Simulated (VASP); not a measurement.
# MoS2 (R3m): band edges, masses and strain, part 10 of 10

Wanted: where the band edges of MoS2 lie, how heavy the carriers are and how strain moves the gap. The start is a cell from a database of measured crystal structures.

VASP 6.6.1, plane waves and PAW; the level of theory is named at each step.

So far, least gap on mesh and path (eV): step 3 (bands on a dense mesh) 0.884; step 8 (k-mesh 10×10×10, points per path segment 16) 0.883; step 10 (k-mesh 10×10×10, points per path segment 16, strain hydrostatic …) 0.860; step 20 (k-mesh 10×10×10, points per path segment 16, strain along y 0.5 …) 0.879; step 24 (k-mesh 10×10×10, points per path segment 16, strain along z 0.5 …) 0.909.

## 27. Bands with HSE06

This step: HSE06; plane waves and PAW (Mo_sv, S) (VASP 6.6.1).

A quarter of screened exact exchange corrects much of the semilocal gap error; its cost forces a coarser mesh.

Input file INCAR:

```
SYSTEM = MoS2
PREC = Accurate
ENCUT = 400
EDIFF = 1E-06
NELM = 100
ISMEAR = 0
SIGMA = 0.02
LREAL = .FALSE.
ALGO = Normal
LHFCALC = .TRUE.
AEXX = 0.25
GGA = PE
HFSCREEN = 0.2
LASPH = .TRUE.
NBANDS = 19
PRECFOCK = Fast
LORBIT = 11
LWAVE = .FALSE.
LCHARG = .FALSE.
KPAR = 4
ISIF = 2
```

Input file POSCAR:

```
MoS2
1.0
    1.5799999400      0.9122133910      6.1500000000
   -1.5799999400      0.9122133910      6.1500000000
    0.0000000000     -1.8244267820      6.1500000000
Mo S
1 2
Direct
    0.0000969778      0.0000969778      0.0000969778
    0.2493547625      0.2493547625      0.2493547625
    0.4175482597      0.4175482597      0.4175482597
```

Input file KPOINTS:

```
Automatic mesh
0
Gamma
6 6 6
0 0 0
```

Input file KPOINTS_OPT:

```
Line mode
8
Line-mode
Reciprocal
  0.00000000   0.00000000   0.00000000 GAMMA
  0.50000000   0.00000000   0.00000000 L

  0.50000000   0.00000000   0.00000000 L
  0.50000000   0.18133401  -0.18133401 B1

  0.81866599   0.50000000   0.18133401 B
  0.50000000   0.50000000   0.50000000 Z

  0.50000000   0.50000000   0.50000000 Z
  0.00000000   0.00000000   0.00000000 GAMMA

  0.00000000   0.00000000   0.00000000 GAMMA
  0.34066700   0.00000000  -0.34066700 X

  0.65933300   0.34066700   0.00000000 Q
  0.50000000   0.50000000   0.00000000 F

  0.50000000   0.50000000   0.00000000 F
  0.65933300   0.65933300   0.18133401 P1

  0.65933300   0.65933300   0.18133401 P1
  0.50000000   0.50000000   0.50000000 Z

  0.50000000   0.00000000   0.00000000 L
  0.81866599   0.34066700   0.34066700 P
```

PAW data sets: Mo_sv and S (PBE family, release 64).

The WAVECAR or CHGCAR of an earlier step is read.

The run is started by

```console
$ mpirun -np 4 vasp_std
```

The program printed:

```text
[banner, memory and clock lines left out]
running    4 mpi-ranks, on    1 nodes
 distrk:  each k-point on    1 cores,    4 groups
 distr:  one band on    1 cores,    1 groups

 POSCAR found type information on POSCAR MoS
 POSCAR found :  2 types and       3 ions
 LDA part: xc-table for (Slater+PW92), standard interpolation
 found WAVECAR, reading the header
 POSCAR, INCAR and KPOINTS ok, starting setup
 FFT: planning ... GRIDC
 FFT: planning ... GRID_SOFT
 FFT: planning ... GRID
 reading WAVECAR
 the WAVECAR file was read successfully
 initial charge from wavefunction
 entering main loop
       N       E                     dE             d eps       ncg     rms          rms(c)
DAV:   1    -0.262382275235E+02   -0.26238E+02   -0.67470E-01  1260   0.564E+00    0.273E+00
DAV:   2    -0.262137700710E+02    0.24457E-01   -0.14178E-01  1228   0.303E+00    0.141E+00
DAV:   3    -0.262167009490E+02   -0.29309E-02   -0.70476E-03  1366   0.582E-01    0.688E-01
DAV:   4    -0.262152204627E+02    0.14805E-02   -0.65252E-03  1352   0.466E-01    0.335E-01
DAV:   5    -0.262152943446E+02   -0.73882E-04   -0.10341E-03  1372   0.235E-01    0.180E-01
DAV:   6    -0.262152680671E+02    0.26277E-04   -0.34573E-04  1366   0.120E-01    0.107E-01
DAV:   7    -0.262152645488E+02    0.35183E-05   -0.25060E-05  1366   0.460E-02    0.538E-02
DAV:   8    -0.262152645892E+02   -0.40340E-07   -0.13287E-05  1375   0.230E-02    0.262E-02
DAV:   9    -0.262152645077E+02    0.81458E-07   -0.20500E-06  1080   0.109E-02
   1 F= -.26215265E+02 E0= -.26215265E+02  d E =-.135937E-59
 Start KPOINTS_OPT (optional k-point list driver)
k-point batch [1-32\72]
       N       E                     dE             ncg
DAV:   1    -0.238784407531E+04   -0.18794E+05     1248
DAV:   2    -0.874119804236E+04   -0.63534E+04     1475
DAV:   3    -0.916182465152E+04   -0.42063E+03     1375
DAV:   4    -0.917234050203E+04   -0.10516E+02     1551
DAV:   5    -0.917247019716E+04   -0.12970E+00     1485
DAV:   6    -0.917247212407E+04   -0.19269E-02     1539
DAV:   7    -0.917247215822E+04   -0.34150E-04     1516
DAV:   8    -0.917247215904E+04   -0.81328E-06      997
[...]
k-point batch [65-72\72]
       N       E                     dE             ncg
DAV:   1     0.179058315760E+05   -0.80680E+04      304
DAV:   2     0.164072621327E+05   -0.14986E+04      328
DAV:   3     0.163030746751E+05   -0.10419E+03      366
DAV:   4     0.162996476128E+05   -0.34271E+01      393
DAV:   5     0.162996079587E+05   -0.39654E-01      355
DAV:   6     0.162996073315E+05   -0.62722E-03      387
DAV:   7     0.162996073221E+05   -0.94289E-05      392
DAV:   8     0.162996073219E+05   -0.14859E-06      320
```

It took 57 min on 4 MPI ranks of Intel Xeon 6975P-C (Granite Rapids), shared host; peak memory 1.5 GiB.

From OUTCAR (step 27):

```text
   k-points           NKPTS =     32   k-points in BZ     NKDIM =    216   number of bands    NBANDS=     19

   NELECT =      26.0000    total number of electrons

  exchange ACFDT corr.  =         0.00000000  see jH, gK, PRB 81, 115126

 E-fermi :   7.4667

 k-point     1 :       0.0000    0.0000    0.0000
  band No.  band energies     occupation
    ...
      9       3.4296      2.00000
     10       4.7677      2.00000
     11       4.7677      2.00000
     12       5.7605      2.00000
     13       5.9523      2.00000
     14      10.0247      0.00000
     15      10.0247      0.00000
     16      10.4328      0.00000
     17      10.4328      0.00000
     18      13.6689      0.00000
    ...

  Total       -0.4663002     -0.4663002     -0.1379666      0.0000000      0.0000000     -0.0000000
  in kB      -14.0474120    -14.0474120     -4.1562781      0.0000000      0.0000000     -0.0000000
  external PRESSURE =     -10.7503674 kB  Pullay stress =       0.0000000 kB

 POSITION                                       TOTAL-FORCE (eV/Angst)
 -----------------------------------------------------------------------------------
      0.00000      0.00000      0.00179         0.000000      0.000000      0.001199
      0.00000      0.00000      4.60060         0.000000     -0.000000      0.292522
      0.00000      0.00000      7.70377         0.000000      0.000000     -0.293721
 -----------------------------------------------------------------------------------
    total drift:                               -0.000000      0.000010      0.000025

  FREE ENERGIE OF THE ION-ELECTRON SYSTEM (eV)
  ---------------------------------------------------
  free  energy   TOTEN  =       -26.2152645077 eV

  energy  without entropy=      -26.2152645077  energy(sigma->0) =      -26.21526451

[... 7 parts as in an earlier step ...]

[... 9 further parts left out ...]
```

Numbers from this step:

- SCF cycles: 9
- free energy (TOTEN): -26.22 eV
- Fermi energy: 7.467 eV
- pressure: -1.075 GPa
- least gap on mesh and path: 1.487 eV
- least direct gap on mesh and path: 2.215 eV
- conduction bottom at k: -0.1667, 0.5, 0.1667

The electronic bands at the labelled points (eV, zero at the valence-band top; v1 is the highest filled band, c1 the lowest empty one):

```tsv
point	v4	v3	v2	v1	c1	c2	c3	c4
Γ	-2.47	-2.47	-1.48	-1.29	2.78	2.78	3.19	3.19
0.43 of the way	-3.42	-3.05	-1.72	-1.50	1.90	2.57	3.17	3.72
L	-4.44	-2.71	-1.83	-1.65	2.29	2.74	4.38	4.39
0.43 of the way	-4.31	-3.22	-2.86	-1.20	2.07	2.98	3.59	4.88
B1	-4.95	-4.23	-3.23	-0.75	1.53	3.07	3.84	5.28
jump to B	-4.95	-4.23	-3.23	-0.75	1.53	3.07	3.84	5.28
0.43 of the way	-4.78	-3.23	-2.27	-1.75	2.18	2.73	2.84	4.67
Z	-3.83	-2.44	-2.44	0.00	2.89	2.89	3.03	3.03
0.43 of the way	-3.17	-2.45	-2.45	-0.24	2.84	2.84	3.11	3.11
Γ	-2.47	-2.47	-1.48	-1.29	2.78	2.78	3.19	3.19
0.43 of the way	-3.99	-3.02	-1.63	-1.62	1.63	2.46	2.96	4.32
X	-4.95	-4.14	-3.29	-0.73	1.50	3.08	3.82	5.29
jump to Q	-4.95	-4.14	-3.29	-0.73	1.50	3.08	3.82	5.29
0.43 of the way	-4.49	-3.89	-3.14	-1.03	2.03	3.28	3.75	4.68
F	-4.36	-3.33	-2.03	-1.47	2.24	2.89	3.87	4.87
0.43 of the way	-4.36	-3.31	-2.02	-1.48	2.24	2.90	3.88	4.85
P1	-4.37	-3.19	-1.99	-1.50	2.24	2.91	3.94	4.74
0.43 of the way	-3.71	-2.81	-2.74	-1.68	2.23	2.75	3.04	4.24
Z	-3.83	-2.44	-2.44	0.00	2.89	2.89	3.03	3.03
jump to L	-4.44	-2.71	-1.83	-1.65	2.29	2.74	4.38	4.39
0.43 of the way	-4.42	-2.84	-1.87	-1.59	2.28	2.80	4.26	4.48
P	-4.37	-3.19	-1.99	-1.50	2.24	2.91	3.94	4.74
```

Of the projections kept (Mo, S), the largest for each band there; the rest of the weight can lie on other orbitals:

```tsv
point	v4	v3	v2	v1	c1	c2	c3	c4
Γ	Mo 0.59	Mo 0.59	S 0.94	Mo 0.85	Mo 0.52	Mo 0.52	S 0.59	S 0.59
L	Mo 0.55	S 0.73	S 0.81	Mo 0.73	Mo 0.95	Mo 0.91	Mo 0.64	Mo 0.63
B1	S 0.66	S 0.78	S 0.69	Mo 0.84	Mo 0.92	Mo 0.80	Mo 0.79	Mo 0.72
B	S 0.66	S 0.78	S 0.69	Mo 0.84	Mo 0.92	Mo 0.80	Mo 0.79	Mo 0.72
Z	Mo 0.69	Mo 0.60	Mo 0.60	Mo 0.71	Mo 0.51	Mo 0.51	S 0.58	S 0.58
Γ	Mo 0.59	Mo 0.59	S 0.94	Mo 0.85	Mo 0.52	Mo 0.52	S 0.59	S 0.59
```

Force by atom:

```tsv
atom	x (eV/Å)	y (eV/Å)	z (eV/Å)	size
Mo1	0.000	0.000	0.001	0.001
S2	0.000	0.000	0.293	0.293
S3	0.000	0.000	-0.294	0.294
```

At this level the gap is 1.49 eV. Forces of up to 0.29 eV/Å remain, so this geometry is not at rest at this level.

## 28. Results

```json
{
 "gap, PBEsol": "0.884 eV",
 "gap with spin-orbit coupling": "0.854 eV",
 "gap, HSE06 without spin-orbit coupling": "1.49 eV",
 "electron masses, over the table's valid entries, with spin-orbit coupling": "0.53 to 0.78 electron masses",
 "hole masses, over the table's valid entries, with spin-orbit coupling": "0.68 to 0.90 electron masses"
}
```

In this R3m structure the PBEsol gap is 0.88 eV and indirect; the smallest direct gap is 1.73 eV. Spin-orbit coupling changes the gap by -28 meV on the same mesh. HSE06, on a coarser mesh, gives 1.49 eV, 0.60 eV more. The masses of the two step lengths differ by up to 7 %, so the edges with valid masses are near parabolic there; other directions were not tested. An edge lies off the Cartesian axes of reciprocal space, where x, y and z need not be principal axes, so masses along them can mix longitudinal and transverse values. Stretching all axes by 0.5 % moves the gap by +21 meV. Where a small direct gap sets a mass, a semilocal functional that makes the gap too small makes the mass too light; phonons, excitons and temperature are left out.

[Lines on the potential files, build, host, timing and source positions are cut from VASP's logs without a mark.]

[Logs are printed without paths, hosts, clocks, repeated set-up lines and the standing remarks that a program may print on its own settings, such as how far it seeks lower states.]

[Hosts, paths, dates, database ids (printed as entryN), source tags and the programs' standing remarks are cut or masked in the printed files.]

[In band tables of VASP the shares of atoms and orbitals are scaled to a sum of 1 inside the atoms' spheres.]

[Gaps and slopes under strain along one axis are those of the sampled path and mesh points; where strain splits equal valleys, another of them can be the edge.]
